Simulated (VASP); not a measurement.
Computed with r2SCAN meta-GGA, VASP's PBE PAW potentials (set 64) (plane waves; VASP 6.6.1).

VASP ran on this input.

### INCAR
```
# general
SYSTEM  = KI
PREC    = Accurate
ENCUT   = 520
LREAL   = .False.   # projection in real space or not
LASPH   = .True.   # aspherical one-centre terms

# electronic loop
EDIFF   = 1E-7
NELM    = 100
ALGO    = Normal   # blocked Davidson
LMAXMIX = 4
LMIXTAU = .True.

# smearing
ISMEAR  = 0   # Gaussian
SIGMA   = 0.05   # width (eV)

# functional
METAGGA = R2SCAN

# ions
ISIF    = 2   # forces and stress, cell fixed

# output
LWAVE   = .False.
LCHARG  = .False.
```

**KPOINTS**
```
Automatic mesh
0
Gamma
7 7 7
0 0 0
```

POSCAR:
```
KI
1
    0.0000000000     3.5797236768     3.5797236768
    3.5797236768     0.0000000000     3.5797236768
    3.5797236768     3.5797236768     0.0000000000
K I
1 1
Direct
  0.0000000000   0.0000000000   0.0000000000
  0.5000000000   0.5000000000   0.5000000000
```

POTCAR, in this order: K_sv I (PBE.64 set). Program: vasp_std.

Output

OSZICAR:
```
       N       E                     dE             d eps       ncg     rms          rms(c)
DAV:   1     0.655239156582E+02    0.65524E+02   -0.67727E+03   480   0.116E+03
DAV:   2    -0.307493485399E+02   -0.96273E+02   -0.90522E+02   600   0.260E+02
DAV:   3    -0.370071225409E+02   -0.62578E+01   -0.62253E+01   636   0.587E+01
DAV:   4    -0.373271251269E+02   -0.32000E+00   -0.31969E+00   856   0.115E+01
DAV:   5    -0.373292474088E+02   -0.21223E-02   -0.21221E-02   616   0.913E-01    0.306E+00
DAV:   6    -0.345863263117E+02    0.27429E+01   -0.11628E+00   764   0.113E+01    0.241E+00
DAV:   7    -0.339050819393E+02    0.68124E+00   -0.32347E-01   744   0.541E+00    0.102E+00
DAV:   8    -0.346377370675E+02   -0.73266E+00   -0.36532E-01   528   0.493E+00    0.583E-01
DAV:   9    -0.339427275661E+02    0.69501E+00   -0.23596E-01   480   0.465E+00    0.392E-01
DAV:  10    -0.339767941138E+02   -0.34067E-01   -0.58997E-02   500   0.312E+00    0.388E-01
DAV:  11    -0.339553045784E+02    0.21490E-01   -0.15311E-02   492   0.149E+00    0.186E-01
DAV:  12    -0.339572314341E+02   -0.19269E-02   -0.16579E-03   588   0.582E-01    0.126E-01
DAV:  13    -0.339806685999E+02   -0.23437E-01   -0.68264E-03   488   0.102E+00    0.293E-02
DAV:  14    -0.339809936128E+02   -0.32501E-03   -0.22825E-03   504   0.675E-01    0.178E-02
DAV:  15    -0.339812435633E+02   -0.24995E-03   -0.38201E-05   796   0.601E-02    0.174E-02
DAV:  16    -0.339813161797E+02   -0.72616E-04   -0.18671E-06   576   0.197E-02    0.165E-02
DAV:  17    -0.339820366735E+02   -0.72049E-03   -0.37531E-04   504   0.238E-01    0.134E-02
DAV:  18    -0.339820504956E+02   -0.13822E-04   -0.19883E-05   544   0.617E-02    0.127E-02
DAV:  19    -0.339820635005E+02   -0.13005E-04   -0.23842E-05   512   0.613E-02    0.198E-03
DAV:  20    -0.339820624743E+02    0.10261E-05   -0.54486E-06   584   0.312E-02    0.194E-03
DAV:  21    -0.339820669879E+02   -0.45136E-05   -0.27678E-06   516   0.264E-02    0.208E-03
DAV:  22    -0.339820672171E+02   -0.22920E-06   -0.26613E-07   544   0.816E-03    0.141E-03
DAV:  23    -0.339820672689E+02   -0.51772E-07   -0.90729E-08   400   0.431E-03
   1 F= -.33982067E+02 E0= -.33982067E+02  d E =-.200422E-13
```

OUTCAR:
```
------------------------ aborting loop because EDIFF is reached ----------------------------------------
  FORCE on cell =-STRESS in cart. coord.  units (eV):
  Direction    XX          YY          ZZ          XY          YZ          ZX
  --------------------------------------------------------------------------------------
  Total       -0.1881517     -0.1881517     -0.1881517      0.0000000      0.0000000     -0.0000000
  in kB       -3.2857929     -3.2857929     -3.2857929      0.0000000      0.0000000     -0.0000000
  external PRESSURE =      -3.2857929 kB  Pullay stress =       0.0000000 kB
  volume of cell :       91.74
      direct lattice vectors                 reciprocal lattice vectors
     0.000000000  3.579723677  3.579723677    -0.139675585  0.139675585  0.139675585
     3.579723677  0.000000000  3.579723677     0.139675585 -0.139675585  0.139675585
     3.579723677  3.579723677  0.000000000     0.139675585  0.139675585 -0.139675585
  FREE ENERGIE OF THE ION-ELECTRON SYSTEM (eV)
  ---------------------------------------------------
  free  energy   TOTEN  =       -33.9820672689 eV

  energy  without entropy=      -33.9820672689  energy(sigma->0) =      -33.98206727
```
(Selected blocks of OUTCAR.)

The compound is KI in the rock salt structure. This cell is one point of a volume scan, at 1.03 of the reference volume.
